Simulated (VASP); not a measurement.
Consider the following.

```
CELL_PARAMETERS angstrom
      1.59269    -2.75862     0.00000
      1.59269     2.75862     0.00000
      0.00000     0.00000     5.09946
ATOMIC_POSITIONS crystal
  Mg 0.33333 0.66667 0.25000
  Mg 0.66667 0.33333 0.75000
```

All values below come from r2SCAN meta-GGA, VASP's PBE PAW potentials (set 64) (plane waves; VASP). Settings: 480 eV cut-off, 12×12×8 Γ-centred mesh, first-order Methfessel-Paxton smearing of 0.10 eV, potentials Mg.

Energy and stress use the plane-wave basis of the starting cell.

Question: The ions, cell shape and volume at an external pressure of 10.0 GPa are relaxed. Predict the relaxed structure.

Answer: 
```
CELL_PARAMETERS angstrom
      1.50198    -2.60150     0.00000
      1.50198     2.60150     0.00000
      0.00000     0.00000     4.80130
ATOMIC_POSITIONS crystal
  Mg 0.33333 0.66667 0.25000
  Mg 0.66667 0.33333 0.75000
```
Space group P6_3/mmc (194), at a tolerance of 0.03 Å.

Question: How do energy and volume change from the first to the last step?

Answer: The energy (σ→0) changes by +98.2 meV/atom and the volume by -16.3 %, in 3 ionic steps.

The compound is Mg in the hcp structure. This run relaxes it under an external pressure of 10 GPa. Symmetry was kept, so distortions that lower it aren't found.
